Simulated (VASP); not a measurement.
Crystal: Li.

```
Li
1.0
    -1.71581    1.71581    1.71581
     1.71581   -1.71581    1.71581
     1.71581    1.71581   -1.71581
Li
1
Direct
  0.00000 0.00000 0.00000
```

* Program: VASP 6.6.1
* Task: relaxation of cell and atoms
* Functional: LDA
* Potentials or basis: VASP PAW LDA potentials, release 64 (Li_sv)
* Cutoff: 600 eV
* k mesh: 16 × 16 × 16
* Occupations: gaussian, width 0.1 eV
* Spin: no spin polarisation

At the start: pressure -0.9 GPa; volume 20.21 Å³/atom.

Question: How do energy, volume and symmetry change on relaxing?

Answer: Over 4 steps the energy falls by 4.5 meV/atom and the volume is 18.78 Å³/atom (-7.0 %); space group Im-3m (No. 229, to 0.05 Å).

The path:
| step | energy change (eV) | largest force (eV/Å) | pressure (GPa) | volume (Å³) |
| --- | --- | --- | --- | --- |
| 1 | 0.0000 | 0.0000 | -0.93 | 20.21 |
| 2 | -0.0018 | 0.0000 | -0.77 | 19.86 |
| 3 | -0.0042 | 0.0000 | -0.26 | 19.13 |
| 4 | -0.0045 | 0.0000 | 0.00 | 18.78 |

Final structure:
```cif
data_structure
_symmetry_space_group_name_H-M 'P 1'
_symmetry_Int_Tables_number 1
_cell_length_a 2.9003
_cell_length_b 2.9003
_cell_length_c 2.9003
_cell_angle_alpha 109.471
_cell_angle_beta 109.471
_cell_angle_gamma 109.471
_cell_volume 18.78
loop_
_atom_site_label
_atom_site_type_symbol
_atom_site_fract_x
_atom_site_fract_y
_atom_site_fract_z
_atom_site_occupancy
Li1 Li 0.00000 0.00000 0.00000 1
```

Caveat: the cutoff is under 1.25 times the usual one of these potentials, so pressure, stress and relaxed cells hold a basis-set (Pulay) error.
